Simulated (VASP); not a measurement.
Given:

```xyz
4
Lattice="3.6564 0.0000 0.0000 -1.8282 3.1666 0.0000 0.0000 0.0000 6.0013" Properties=species:S:1:pos:R:3 pbc="T T T"
Al     0.0000     2.1110     0.0010
Al     1.8282     1.0555     3.0016
P      0.0000     2.1110     2.2495
P      1.8282     1.0555     5.2501
```

Calculation: PBEsol GGA, VASP's PBE PAW potentials (set 64) (plane waves; VASP 6.6.1). Run with 500 eV cut-off, 7×7×4 Γ-centred mesh, Gaussian smearing of 0.050 eV, potentials Al P.

Question: What does the run give for the energy per atom (σ→0), pressure?

Answer: 
- energy per atom (σ→0): -5.326 eV/atom
- pressure: 199.0 kbar

The structure was generated: AlP was put into the wurtzite type (P6_3mc), which need not be its known phase. It was relaxed first under an external pressure of 20 GPa.
